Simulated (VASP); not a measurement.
All values below come from PBEsol GGA with spin-orbit coupling, VASP's PBE PAW potentials (set 64) (plane waves; VASP).

A VASP calculation is set up with these files.

### POSCAR
```
PbSe
1
   -0.0000000000     3.0499386914     3.0499386914
    3.0499386914     0.0000000000     3.0499386914
    3.0499386914     3.0499386914     0.0000000000
Pb Se
1 1
Direct
  0.0000000000   0.0000000000   0.0000000000
  0.5000000000   0.5000000000   0.5000000000
```

### KPOINTS_OPT
```
k-points along high-symmetry lines
8
Line-mode
Reciprocal
  0.000000   0.000000   0.000000 ! GAMMA
  0.500000   0.000000   0.500000 ! X

  0.500000   0.000000   0.500000 ! X
  0.625000   0.250000   0.625000 ! U

  0.375000   0.375000   0.750000 ! K
  0.000000   0.000000   0.000000 ! GAMMA

  0.000000   0.000000   0.000000 ! GAMMA
  0.500000   0.500000   0.500000 ! L

  0.500000   0.500000   0.500000 ! L
  0.500000   0.250000   0.750000 ! W

  0.500000   0.250000   0.750000 ! W
  0.500000   0.000000   0.500000 ! X
```

INCAR:
```
LSORBIT = .True.
SIGMA = 0.05   # width (eV)
GGA = PS   # PBEsol
LWAVE = .False.
ISMEAR = 0   # Gaussian
NELM = 100
ENCUT = 400   # plane-wave cut-off (eV)
SYSTEM = PbSe
LASPH = .True.
ALGO = Normal   # blocked Davidson
PREC = Accurate
GGA_COMPAT = .False.
EDIFF = 1E-6
LCHARG = .False.
LMAXMIX = 4
MAGMOM = 6*0
LREAL = .False.   # projection in real space or not
```

File KPOINTS:
```
kpoints
0
Gamma
 7 7 7
0 0 0
```

POTCAR, in this order: Pb_d Se (PBE.64 set). Program: vasp_ncl.

Q: What will the output report for the number of irreducible k-points (NKPTS), number of bands (NBANDS), largest plane-wave count, number of space-group operations, FFT grid (NGX, NGY, NGZ)?

A: 
number of irreducible k-points (NKPTS): 20
number of bands (NBANDS): 28
largest plane-wave count: 2082
number of space-group operations: 48
FFT grid (NGX, NGY, NGZ): 28 × 28 × 28

The compound is PbSe in the rock salt structure. It was relaxed first.
